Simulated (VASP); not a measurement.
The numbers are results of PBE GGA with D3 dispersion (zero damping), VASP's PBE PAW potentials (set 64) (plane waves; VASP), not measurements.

VASP input:

POSCAR:
```
BAs
3.3867090
  0.0000000000   0.7071066981   0.7071066981
  0.7071066981   0.0000000000   0.7071066981
  0.7071066981   0.7071066981   0.0000000000
B As
1 1
Cart
  0.0000000000   0.0000000000   0.0000000000
  0.3535533491   0.3535533491   0.3535533491
```

### KPOINTS
```
k-points along high-symmetry lines
15
Line-mode
Reciprocal
  0.000000   0.000000   0.000000 ! GAMMA
 -0.500000  -0.500000   0.000000 ! X

 -0.500000  -0.500000   0.000000 ! X
 -0.375000  -0.375000   0.250000 ! U

 -0.375000  -0.000000   0.375000 ! K
  0.000000   0.000000   0.000000 ! GAMMA

  0.000000   0.000000   0.000000 ! GAMMA
 -0.000000  -0.000000   0.500000 ! L

 -0.000000  -0.000000   0.500000 ! L
 -0.500000  -0.250000   0.250000 ! W

 -0.500000  -0.250000   0.250000 ! W
 -0.500000  -0.500000   0.000000 ! X
```

INCAR:
```
SYSTEM = BAs
PREC = Accurate; ENCUT = 520; LREAL = .False.
LASPH = .True.; ICHARG = 11
EDIFF = 1E-7; NELM = 100; ALGO = Normal
LMAXMIX = 4
ISMEAR = 0; SIGMA = 0.05
GGA = PE; IVDW = 11
LWAVE = .False.; LCHARG = .False.; LORBIT = 11
```

POTCAR, in this order: B As (PBE.64 set). Program: vasp_std. Read from the step before: CHGCAR.

The resulting files:

OSZICAR:
```
       N       E                     dE             d eps       ncg     rms          rms(c)
DAV:   1     0.156813232177E+02    0.15681E+02   -0.40099E+03  1448   0.883E+02
DAV:   2    -0.901252539690E+01   -0.24694E+02   -0.23764E+02  2232   0.105E+02
DAV:   3    -0.936249538440E+01   -0.34997E+00   -0.34997E+00  1696   0.166E+01
DAV:   4    -0.936304189362E+01   -0.54651E-03   -0.54651E-03  2144   0.653E-01
DAV:   5    -0.936304219013E+01   -0.29651E-06   -0.29650E-06  1688   0.118E-02
DAV:   6    -0.936304219121E+01   -0.10784E-08   -0.10757E-08  2112   0.488E-04
   1 F= -.97413014E+01 E0= -.97413014E+01  d E =-.373833E-12
```

File OUTCAR:
```
 val. band max:        6.0396616195   @ k =   0.0000   0.0000   0.0000

 cond. band min:       7.2241044280   @ k =  -0.3929  -0.3929   0.0000



 k-point     1 :       0.0000    0.0000    0.0000
  band No.  band energies     occupation
      1      -9.2900      2.00000
      2       6.0397      2.00000
      3       6.0397      2.00000
      4       6.0397      2.00000
      5       9.3064      0.00000
      6       9.3064      0.00000
      7       9.3064      0.00000
      8      10.6267      0.00000

 k-point     2 :      -0.0357   -0.0357    0.0000
  band No.  band energies     occupation
      1      -9.2622      2.00000
      2       5.8914      2.00000
      3       5.9041      2.00000
      4       5.9041      2.00000
      5       9.2195      0.00000
      6       9.4722      0.00000
      7       9.4722      0.00000
      8      10.7717      0.00000

 k-point     3 :      -0.0714   -0.0714    0.0000
  band No.  band energies     occupation
      1      -9.1789      2.00000
      2       5.4886      2.00000
      3       5.5625      2.00000
      4       5.5625      2.00000
      5       9.0132      0.00000
      6       9.9042      0.00000
      7       9.9042      0.00000
      8      11.1078      0.00000

 k-point     4 :      -0.1071   -0.1071    0.0000
  band No.  band energies     occupation
      1      -9.0404      2.00000
      2       4.9143      2.00000
      3       5.1222      2.00000
      4       5.1222      2.00000
      5       8.7525      0.00000
      6      10.4936      0.00000
      7      10.4936      0.00000
      8      11.4629      0.00000

 k-point     5 :      -0.1429   -0.1429    0.0000
  band No.  band energies     occupation
      1      -8.8474      2.00000
      2       4.2375      2.00000
      3       4.6529      2.00000
      4       4.6529      2.00000
      5       8.4713      0.00000
      6      11.1685      0.00000
      7      11.1685      0.00000
      8      11.6598      0.00000
...
```

The density is held fixed in this step, so its total energy and stress have no physical meaning.

The compound is BAs in the zinc blende structure. It was relaxed first.
